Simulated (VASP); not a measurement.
**HgO (relaxed from the CsCl structure, space group Pm-3m): computed properties**

Computed with LDA (Ceperley-Alder, Perdew-Zunger), VASP's LDA PAW potentials (set 64) (plane waves; VASP 6.6.1).

space group: Pm-3m (221)
cell: a = b = c = 2.941 Å, α = β = γ = 90.00°
volume per atom: 12.72 Å³/atom
band gap (over mesh and band path): none (metal, semimetal or under 0.01 eV)
density: 14.14 g/cm³

HgO is taken in the cubic space group Pm-3m (No. 221), the CsCl type structure, Pearson symbol cP2. Conventional cell: a = 2.941 Å, b = 2.941 Å, c = 2.941 Å, α = 90.00°, β = 90.00°, γ = 90.00°. Hg on 1a is surrounded by 8 O at 2.547 Å (cubic). O on 1b has 8 Hg at 2.547 Å (cubic). (Neighbours: up to the widest gap in distance over summed covalent radii, below 1.35, at either atom; cation-cation and far metal-metal contacts left out.)

Unless said otherwise, spin-orbit coupling is left out, though it shifts the bands of the heavy elements here.

The structure was generated: HgO was put into the CsCl type (Pm-3m), which need not be its known phase. It was relaxed first, which changed the volume by +24 %. Symmetry was kept, so distortions that lower it aren't found.
